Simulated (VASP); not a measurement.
Input:

```yaml
crystal:
  lattice:
    - [4.09084, 0.00000, 0.00000]
    - [0.00000, 4.09084, 0.00000]
    - [0.00000, 0.00000, 9.16087]
  atoms:
    - { symbol: Ba, position: [0.00000, 0.00000, 0.21788] }
    - { symbol: Ba, position: [0.00000, 0.00000, 0.78212] }
    - { symbol: Ba, position: [0.50000, 0.50000, 0.50000] }
    - { symbol: Zn, position: [0.50000, 0.50000, 0.00000] }
    - { symbol: N, position: [0.50000, 0.50000, 0.80054] }
    - { symbol: N, position: [0.50000, 0.50000, 0.19946] }
    - { symbol: O, position: [0.00000, 0.00000, 0.50000] }
```

The numbers are results of PBEsol GGA, VASP's PBE PAW potentials (set 64) (plane waves; VASP), not measurements. Settings: 400 eV cut-off, 6×6×3 Γ-centred mesh, Fermi-Dirac smearing of 0.020 eV, potentials Ba_sv Zn N O.

At this cut-off the stress carries a Pulay error, which pulls relaxed volumes low.

Give the stress tensor in GPa (positive for a compressed cell).

```
-1.97   0.00   0.00
 0.00  -1.97   0.00
 0.00   0.00  -1.64
```
The pressure is its mean diagonal, -1.86 GPa.

The structure comes from a computed database's Ba3ZnN2O entry; how it stands against other phases isn't given here. The cell was not relaxed at this level.
